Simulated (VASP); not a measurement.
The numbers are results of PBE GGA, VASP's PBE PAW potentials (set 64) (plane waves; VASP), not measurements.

Input for VASP

**INCAR**
```
# general
SYSTEM = LiH
PREC   = Accurate
ENCUT  = 520
LREAL  = F
LASPH  = T

# electronic loop
EDIFF  = 1E-7
NELM   = 100
ALGO   = Normal

# smearing
ISMEAR = 0
SIGMA  = 0.05

# functional
GGA    = PE

# ions
ISIF   = 2

# output
LWAVE  = F
LCHARG = F
```

### POSCAR
```
LiH
1
    0.0000000000     2.0189824585     2.0189824585
    2.0189824585     0.0000000000     2.0189824585
    2.0189824585     2.0189824585     0.0000000000
Li H
1 1
Direct
  0.0000000000   0.0000000000   0.0000000000
  0.5000000000   0.5000000000   0.5000000000
```

### KPOINTS
```
kpoints
0
Gamma
  11 11 11
0 0 0
```

POTCAR, in this order: Li_sv H (PBE.64 set). Program: vasp_std.

Output

File OUTCAR:
```
 ion  position               nearest neighbor table
   1  0.000  0.000  0.000-
   2  0.500  0.500  0.500-
  LATTYP: Found a face centered cubic cell.
 ALAT       =     4.0379649170
 Subroutine PRICEL returns:
 Original cell was already a primitive cell.
 Subroutine GETGRP returns: Found 48 space group operations
The static configuration has the point symmetry O_h .
The dynamic configuration has the point symmetry O_h .
 Subroutine INISYM returns: Found 48 space group operations
 Subroutine IBZKPT returns following result:
 Found     56 irreducible k-points:

 Following reciprocal coordinates:
            Coordinates               Weight
  0.000000  0.000000  0.000000      1.000000
  0.090909  0.000000  0.000000      8.000000
  0.181818  0.000000  0.000000      8.000000
  0.272727  0.000000  0.000000      8.000000
  0.363636  0.000000  0.000000      8.000000
  0.454545  0.000000  0.000000      8.000000
  0.090909  0.090909  0.000000      6.000000
  0.181818  0.090909  0.000000     24.000000
  0.272727  0.090909  0.000000     24.000000
  0.363636  0.090909  0.000000     24.000000
  0.454545  0.090909  0.000000     24.000000
 -0.454545  0.090909  0.000000     24.000000
 -0.363636  0.090909  0.000000     24.000000
 -0.272727  0.090909  0.000000     24.000000
 -0.181818  0.090909  0.000000     24.000000
 -0.090909  0.090909  0.000000     12.000000
  0.181818  0.181818  0.000000      6.000000
  0.272727  0.181818  0.000000     24.000000
  0.363636  0.181818  0.000000     24.000000
  0.454545  0.181818  0.000000     24.000000
 -0.454545  0.181818  0.000000     24.000000
 -0.363636  0.181818  0.000000     24.000000
 -0.272727  0.181818  0.000000     24.000000
 -0.181818  0.181818  0.000000     12.000000
  0.272727  0.272727  0.000000      6.000000
  0.363636  0.272727  0.000000     24.000000
  0.454545  0.272727  0.000000     24.000000
 -0.454545  0.272727  0.000000     24.000000
 -0.363636  0.272727  0.000000     24.000000
 -0.272727  0.272727  0.000000     12.000000
  0.363636  0.363636  0.000000      6.000000
  0.454545  0.363636  0.000000     24.000000
 -0.454545  0.363636  0.000000     24.000000
 -0.363636  0.363636  0.000000     12.000000
  0.454545  0.454545  0.000000      6.000000
 -0.454545  0.454545  0.000000     12.000000
  0.272727  0.181818  0.090909     24.000000
  0.363636  0.181818  0.090909     48.000000
  0.454545  0.181818  0.090909     48.000000
 -0.454545  0.181818  0.090909     48.000000
   k-points           NKPTS =     56   k-points in BZ     NKDIM =     56   number of bands    NBANDS=      6
   number of dos      NEDOS =    301   number of ions     NIONS =      2
   total plane-waves  NPLWV =  13824
   dimension x,y,z NGX =    24 NGY =   24 NGZ =   24
   dimension x,y,z NGXF=    48 NGYF=   48 NGZF=   48
   ions per type =               1   1
   PREC   = accura    normal or accurate (medium, high low for compatibility)
   ISTART =      0    job   : 0-new  1-cont  2-samecut
   ICHARG =      2    charge: 1-file 2-atom 10-const
   ISPIN  =      1    spin polarized calculation?
   LNONCOLLINEAR =      F non collinear calculations
   LSORBIT =      F    spin-orbit coupling
   INIWAV =      1    electr: 0-lowe 1-rand  2-diag
   ENCUT  =  520.0 eV  38.22 Ry    6.18 a.u.   5.31  5.31  5.31*2*pi/ulx,y,z
   NELM   =    100;   NELMIN=  2; NELMDL= -5     # of ELM steps
   EDIFF  = 0.1E-06   stopping-criterion for ELM
   LREAL  =      F    real-space projection
   NLSPLINE    = F    spline interpolate recip. space projectors
   LMAXMIX     =    2 max onsite mixed and CHGCAR
...
```

**OSZICAR**
```
       N       E                     dE             d eps       ncg     rms          rms(c)
DAV:   1    -0.161832491748E+01   -0.16183E+01   -0.13441E+03   684   0.594E+02
DAV:   2    -0.629531602458E+01   -0.46770E+01   -0.46770E+01   990   0.667E+01
DAV:   3    -0.636619295051E+01   -0.70877E-01   -0.70877E-01   786   0.771E+00
DAV:   4    -0.636749173860E+01   -0.12988E-02   -0.12988E-02   888   0.800E-01
DAV:   5    -0.636749837926E+01   -0.66407E-05   -0.66407E-05   810   0.501E-02    0.286E+00
DAV:   6    -0.618484671639E+01    0.18265E+00   -0.15666E-01   762   0.179E+00    0.144E+00
DAV:   7    -0.612426918492E+01    0.60578E-01   -0.20745E-01   870   0.230E+00    0.224E-01
DAV:   8    -0.612618269813E+01   -0.19135E-02   -0.52995E-03   792   0.646E-01    0.454E-02
DAV:   9    -0.612613314197E+01    0.49556E-04   -0.27753E-04   966   0.961E-02    0.948E-03
DAV:  10    -0.612612851709E+01    0.46249E-05   -0.69747E-06   762   0.242E-02    0.257E-03
DAV:  11    -0.612612764430E+01    0.87279E-06   -0.41755E-07   966   0.515E-03    0.599E-04
DAV:  12    -0.612612682970E+01    0.81460E-06   -0.12178E-08   360   0.123E-03    0.586E-04
DAV:  13    -0.612612709039E+01   -0.26069E-06   -0.15850E-08   336   0.771E-04    0.448E-05
DAV:  14    -0.612612712730E+01   -0.36905E-07   -0.80340E-10   336   0.261E-04
   1 F= -.61261271E+01 E0= -.61261271E+01  d E =-.205627E-12
```

File OUTCAR:
```
------------------------ aborting loop because EDIFF is reached ----------------------------------------
  FORCE on cell =-STRESS in cart. coord.  units (eV):
  Direction    XX          YY          ZZ          XY          YZ          ZX
  --------------------------------------------------------------------------------------
  Total       -0.1068375     -0.1068375     -0.1068375      0.0000000      0.0000000     -0.0000000
  in kB      -10.3993583    -10.3993583    -10.3993583      0.0000000      0.0000000     -0.0000000
  external PRESSURE =     -10.3993583 kB  Pullay stress =       0.0000000 kB
  volume of cell :       16.46
      direct lattice vectors                 reciprocal lattice vectors
     0.000000000  2.018982459  2.018982459    -0.247649502  0.247649502  0.247649502
     2.018982459  0.000000000  2.018982459     0.247649502 -0.247649502  0.247649502
     2.018982459  2.018982459  0.000000000     0.247649502  0.247649502 -0.247649502
  FREE ENERGIE OF THE ION-ELECTRON SYSTEM (eV)
  ---------------------------------------------------
  free  energy   TOTEN  =        -6.1261271273 eV

  energy  without entropy=       -6.1261271273  energy(sigma->0) =       -6.12612713
```
(Selected blocks of OUTCAR.)

**OUTCAR**
```
 val. band max:       -0.0521359068   @ k =  -0.4545   0.4545   0.0000

 cond. band min:       3.1344311133   @ k =  -0.4545   0.4545   0.0000


 Fermi energy:         0.1766425666

 k-point     1 :       0.0000    0.0000    0.0000
  band No.  band energies     occupation
      1     -44.3224      2.00000
      2      -5.3600      2.00000
      3      15.7937      0.00000
      4      17.6582      0.00000
      5      17.6582      0.00000
      6      17.6582      0.00000

 k-point     2 :       0.0909    0.0000    0.0000
  band No.  band energies     occupation
      1     -44.3188      2.00000
      2      -5.2147      2.00000
      3      14.6248      0.00000
      4      16.7780      0.00000
      5      17.3337      0.00000
      6      17.3337      0.00000

 k-point     3 :       0.1818    0.0000    0.0000
  band No.  band energies     occupation
      1     -44.3099      2.00000
      2      -4.7886      2.00000
      3      11.8118      0.00000
      4      15.6041      0.00000
      5      16.7636      0.00000
      6      16.7636      0.00000

 k-point     4 :       0.2727    0.0000    0.0000
  band No.  band energies     occupation
      1     -44.2979      2.00000
      2      -4.1174      2.00000
      3       8.9022      0.00000
      4      14.6128      0.00000
      5      16.3580      0.00000
      6      16.3580      0.00000

 k-point     5 :       0.3636    0.0000    0.0000
  band No.  band energies     occupation
      1     -44.2868      2.00000
      2      -3.3134      2.00000
      3       6.5122      0.00000
      4      13.8903      0.00000
      5      16.2228      0.00000
      6      16.2228      0.00000

 k-point     6 :       0.4545    0.0000    0.0000
  band No.  band energies     occupation
      1     -44.2804      2.00000
      2      -2.6760      2.00000
      3       5.0617      0.00000
      4      13.5114      0.00000
      5      16.2739      0.00000
      6      16.2739      0.00000
...
```

The compound is LiH in the rock salt structure. This cell is one point of a volume scan, at 1.03 of the reference volume.
